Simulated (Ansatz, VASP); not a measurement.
## Ti2CSO (Ti2COS MXene bilayer, AA) in two plane-wave programs

Aim: how closely do two programs agree when they are given the same cell, functional and k mesh? The structure shown is the start of the Ansatz relaxation below; VASP solves that cell, so the two are compared at the walk's first step.

Calculated with Ansatz 0.2.0; plane waves, with VASP 6.6.1 beside it; single point at LDA.

### Step 1. The structure

The cell holds 10 atoms: 2 S, 4 Ti, 2 C and 2 O. Its edges and angles: a = 3.100 Å, b = 3.100 Å, c = 58.002 Å, α = 90.0°, β = 90.0°, γ = 120.0°. Vacuum lies along c.

### Step 2. Ansatz: relaxation, LDA

Ansatz runs on its default PAW (the set named soft_2) files.

The two programs are compared at the cell with which this relaxation starts, whose forces are those of its first step.

Input file input.yaml:

```yaml
crystal:
  lattice:
    - [3.10024, 0.0, 0.0]
    - [-1.55012, 2.6848865978, 0.0]
    - [0.0, 0.0, 58.001552243]
  atoms:
    - { symbol: S, position: [0.3333333333, 0.6666666667, 0.3836104232] }
    - { symbol: Ti, position: [0.6666666667, 0.3333333333, 0.4134540021], spin: 1.0 }
    - { symbol: C, position: [0.0, 0.0, 0.434544336] }
    - { symbol: Ti, position: [0.3333333333, 0.6666666667, 0.45563467], spin: 1.0 }
    - { symbol: O, position: [0.6666666667, 0.3333333333, 0.4745696461] }
    - { symbol: S, position: [0.3333333333, 0.6666666667, 0.5254303539] }
    - { symbol: Ti, position: [0.6666666667, 0.3333333333, 0.5552739328], spin: -1.0 }
    - { symbol: C, position: [0.0, 0.0, 0.5763642668] }
    - { symbol: Ti, position: [0.3333333333, 0.6666666667, 0.5974546007], spin: -1.0 }
    - { symbol: O, position: [0.6666666667, 0.3333333333, 0.6163895768] }
  periodic: [true, true, false]
magnetization:
  spin_polarized: true
kpoints:
  mp_grid: { grid: [12, 12, 1] }
hamiltonian:
  xc: lda
scf:
  occupations: { method: fermi_dirac, width: 0.05 }
  convergence: { dr2_threshold: 1.0e-09 }
relax:
  f_tol: 0.004
  max_steps: 90
  cell: {}
output:
  write_potential: true
  write_density: true
  volumetric_format: npy
```

On the command line:

```bash
$ ansatz run input.yaml --threads 4 --pin off --max-ram 6144MiB --backend cpu --events-out ev --progress --plain --runs-dir out
```

Numbers of over 12 decimals in the logs are rounded to 6 here.

What it wrote:

```text
Warning: relax.cell: scf.convergence.dr2_threshold = 1e-9 eV is looser than the 1.81053491657e-10 eV advised for a relaxation that steers and ends on the stress (1e-10 eV for each atom of the cell: 10, times the square of relax.cell.stress_2d_tol = 0.05 N/m over 23.5 Å (the atoms' height at the walk's start and 5 Å past either face), 2.128e-2 GPa, over a crystal's default 0.05). What an SCF threshold leaves in a stress goes as its square root, and in the free energy as the threshold itself, and one threshold admits the most on a small cell: [figures from the program's tests cut] Set scf.convergence.dr2_threshold to 1.81053491657e-10 eV or tighter. [rest of the remark cut]
Engine: ansatz 0.2.0, x86_64-unknown-linux-gnu
Pseudopotentials: kind: paw
Pseudopotential: S, paw, valence charge 6, recommended cutoff 420 eV (normal), S.paw.azcp
Pseudopotential: Ti, paw, valence charge 12, recommended cutoff 420 eV (normal), Ti.paw.azcp
Pseudopotential: C, paw, valence charge 4, recommended cutoff 420 eV (normal), C.paw.azcp
Pseudopotential: O, paw, valence charge 6, recommended cutoff 420 eV (normal), O.paw.azcp
Functional definition: SPW92
  exchange = slater_x
  correlation = pw_c
Crystal: 10 atoms, lattice volume = 482.793 Å³
Basis set: ecut = 420 eV, 9373 PW (Γ)
Bands: 52, of which v1, the nominal top of the filled ones, is band 40 counted from 1 (39 counted from 0)
Symmetry: 6 space group operations
Space group: P3m1 (ITA 156), of the structure as read, at distance tolerance 7.8e-5 Å
Magnetic group: BNS 156.49 (UNI 1279), of the structure as read, at distance tolerance 7.8e-5 Å
k-points: 19 of 144 (time reversal used)
Non-local potential: S, projectors of the file, l = 0: 2, l = 1: 2, l = 2: 2
Non-local potential: Ti, projectors of the file, l = 0: 3, l = 1: 2, l = 2: 3, l = 3: 1
Non-local potential: C, projectors of the file, l = 0: 2, l = 1: 2, l = 2: 1
Non-local potential: O, projectors of the file, l = 0: 2, l = 1: 2, l = 2: 1
PAW form: soft (Blöchl's): semilocal exchange-correlation on the pseudo side does not see the compensation charge
PAW frozen core: S, regenerated for the run's functional, and the local potential with it (the file was generated under x = pbe(κ = 0.804, μ = 0.219515), c = pbe(β = 0.066725))
PAW frozen core: Ti, regenerated for the run's functional, and the local potential with it (the file was generated under x = pbe(κ = 0.804, μ = 0.219515), c = pbe(β = 0.066725))
PAW frozen core: C, regenerated for the run's functional, and the local potential with it (the file was generated under x = pbe(κ = 0.804, μ = 0.219515), c = pbe(β = 0.066725))
PAW frozen core: O, regenerated for the run's functional, and the local potential with it (the file was generated under x = pbe(κ = 0.804, μ = 0.219515), c = pbe(β = 0.066725))
PAW one-centre angular grid: S, 110 points (default); XC on 64 Gauss nodes
PAW one-centre angular grid: Ti, 590 points (default); XC on 64 Gauss nodes
PAW one-centre angular grid: C, 110 points (default); XC on 64 Gauss nodes
PAW one-centre angular grid: O, 110 points (default); XC on 64 Gauss nodes
Initial density: superposition of atomic densities (neutral atoms: chi_scale 0, normalization atom)
Starting moments: Σ|m| = 4 μB on 4 of 10 sites
Starting magnetic order: compensated ferrimagnet; no operation exchanges its spin sublattices
Initial wavefunctions: pseudopotential atomic-orbital guess
Functional: x = slater, c = lda
SCF iter   1: F=—  HF=-13156.836782 eV  |F-HF|=—  |Δ(HF+E_count)|=         —  Δρ=4.17e-2 (↑4.17e-2 ↓4.17e-2)  dr2=6.65e1  dr2_m=9.71e-1  M=-0.005 μB ∫|m|=1.768 μB  β_m=0.30  ethr=3.10e-3  ⟨swp⟩=10.4  Hψ=11817  notcnv=0  defer=26
Mixer restart at iter 1: flushing history
preconditioner: auto → LDOS  [metal: Δε(μ)=0.020 eV  Ē_g=8.882 eV  σ=0.050 eV  W_gap=0.10  n_scr=36 (ndim 8)  ℏωp=11.7 eV  f_vac=0.707  D(μ)=5.21/eV (n_scr^D=24)]
spin=Collinear: LDOS preconditioning applied to the charge; magnetization (m = ρ↑ − ρ↓) channel mixes plain (no charge-response kernel on spin).
SCF iter   2: F=—  HF=-13148.147787 eV  |F-HF|=—  |Δ(HF+E_count)|=    8.69e0  Δρ=2.09e-2 (↑2.09e-2 ↓2.08e-2)  dr2=1.64e1  dr2_m=5.58e-1  M=0.005 μB ∫|m|=1.457 μB  β_m=0.43  ethr=3.10e-3  ⟨swp⟩=4.8  Hψ=5778  notcnv=0  defer=101
[...]
basis re-selected at this cell: Δ(F+E_penalty+E_count) = +2.742e-4 eV, ΔP = -0.003 N/m vs the last step (what re-selecting the basis moved, of the pressure what is left beyond the Pulay correction that the steps carried, after the strain that the cell walked since its last selection, with what the two solves' SCF thresholds leave and, on support functions, any second-order correction that the steps lacked; it is no m [...]
WARN: The output density's exchange-correlation potential varies sharply where the density is thin. Do not read a vacuum level from v_tot or v_xc, or from such a field of the output density. On a cell that repeats whose density bears no net charge and no dipole along the vacuum's axis use v_es (v_loc + v_h of the components); under efield.dipole_correction with no amplitude use v_es + v_field, which holds any externa [...]
SCF converged after 6 iterations
Magnetization: 0.0000 μB (40.0000 up, 40.0000 down)
Absolute magnetization: 0.0000 μB (∫|ρ↑−ρ↓|, with the PAW one-centre terms)
Spin contamination: 0.0000 ħ² per cell (⟨S²⟩ above its minimum at these occupations)
Per-site moments (μB) at R_I (Å): [(-4.262859115732729e-8, 0.977504), (7.910697078017992e-8, 0.869980), (-1.013085055473763e-7, 0.869980), (4.948875870742253e-8, 0.804080), (-1.3717568424563827e-9, 0.804080), (3.972318698023357e-8, 0.976454), (-6.48742426126017e-8, 0.871135), (8.812329228893099e-8, 0.871135), (-6.484773826666301e-8, 0.807059), (5.798016983956065e-8, 0.807059)]
Free energy (F): -13147.787737 eV
Harris-Foulkes:  -13147.787737 eV  (|F-HF|=1.71e-10)
Internal energy: -13147.771033 eV  (E = F + TS)
E sigma→0 (E₀):  -13147.779385 eV
Entropy (-TS):   -0.016704 eV (-1.670 meV/atom)
Fermi energy:    -6.007110 eV
--- Per-component energies (eV) ---
  E_band       = -2016.992912
  E_kinetic    = 1841.509871
  E_local      = -702328.995768  (includes V_loc(G=0)·N_el)
  E_nonlocal   = 250.826333
  E_hartree    = 349987.723846
  E_xc         = -828.128006
  E_vxc        = -978.277398  (∫ρ·V_xc dr)
  E_paw        = -5605.548437  (= ΣΔE_a)
  E_vpaw       = -777.512980  (= ΣTr[D̂ρ^β])
  E_aug_tail   = 0.005485  (compensation charges beyond the density's cutoff)
  E_ewald      = 343532.905940
  E_core_change = 1.929704  (= ΣΔE_core)
  E_smearing   = -0.016704  (= −TS)
  E_closure    = -0.000000  (closes the sum)
  Σ components = -13147.787737   (vs F -13147.787737, Δ=0.00e0)
--- Forces (eV/Å), atoms counted from 1 ---
  atom   1  S     -0.00000000     0.00000000    -0.00077225
  atom   2  Ti    -0.00000000    -0.00000000     0.00323440
  atom   3  C      0.00000000     0.00000000    -0.00159055
  atom   4  Ti    -0.00000000    -0.00000000    -0.00045538
  atom   5  O      0.00000000    -0.00000000     0.00006574
  atom   6  S     -0.00000000     0.00000000     0.00098645
  atom   7  Ti    -0.00000000    -0.00000000    -0.00070610
  atom   8  C     -0.00000000     0.00000000     0.00130164
  atom   9  Ti    -0.00000000    -0.00000000    -0.00149056
  atom  10  O      0.00000000    -0.00000000     0.00012718
  max |Σ_I F_I| component: 7.01e-4 eV/Å
--- 2D stress c σ (N/m, compression-positive) ---
       -0.031323       0.000000      -0.000000
        0.000000      -0.031323      -0.000000
       -0.000000      -0.000000      -0.000000
  P = ½ c Tr σ = -0.0313 N/m
--- Band table (eV; the first three rows and the last of 38) ---
  k-point 0 ↑: bands = [... 36 lower, -5.4000, -5.4000, -5.3901, -5.3901, -4.9739, -4.9739, -4.9054, -4.9054, ... 8 higher]
  k-point 1 ↑: bands = [... 36 lower, -6.1029, -6.0424, -5.8195, -5.7819, -5.2207, -5.1762, -4.7243, -4.6780, ... 8 higher]
  k-point 2 ↑: bands = [... 36 lower, -6.8813, -6.7529, -6.2661, -6.2198, -5.5688, -5.4882, -4.6414, -4.6097, ... 8 higher]
  k-point 18 ↓: bands = [... 36 lower, -8.7304, -8.5113, -8.4069, -8.3110, -4.7616, -4.7347, -4.5820, -4.5039, ... 8 higher]
  the weakly bound empty levels are not read free of the cell's end (no_gap_told)
--- Relaxed structure (9 steps of the walk, 9 accepted, 2 SCFs on fresh bases) ---
  F+E_penalty+E_count = -13147.78773704 eV   max|allowed force component| = 3.164e-3 eV/Å   (the final SCF, on the basis selected at the relaxed cell)
  cell:  # Å, volume = 466.0465 Å³
    - [3.045997, 0.0, 0]
    - [-1.522999, 2.637911, 0]
    - [0, 0, 58.001552243]
  atoms:
    - { symbol: S, position: [0.333333, 0.666667, 0.391423] }
    - { symbol: Ti, position: [0.666667, 0.333333, 0.418808] }
    - { symbol: C, position: [9.004683112103096e-18, 0, 0.438880] }
    - { symbol: Ti, position: [0.333333, 0.666667, 0.461532] }
    - { symbol: O, position: [0.666667, 0.333333, 0.476029] }
    - { symbol: S, position: [0.333333, 0.666667, 0.523299] }
    - { symbol: Ti, position: [0.666667, 0.333333, 0.550618] }
    - { symbol: C, position: [-1.1605304287186634e-17, 0, 0.570777] }
    - { symbol: Ti, position: [0.333333, 0.666667, 0.593289] }
    - { symbol: O, position: [0.666667, 0.333333, 0.608072] }
```

[end of part 1 of 2]

[Lines on the potential files, build, host, timing and source positions are cut from VASP's logs without a mark.]

[Logs are printed without paths, hosts, clocks, repeated set-up lines and the standing remarks that a program may print on its own settings, such as how far it seeks lower states.]

[Hosts, paths, dates, database ids (printed as entryN), source tags and the programs' standing remarks are cut or masked in the printed files.]
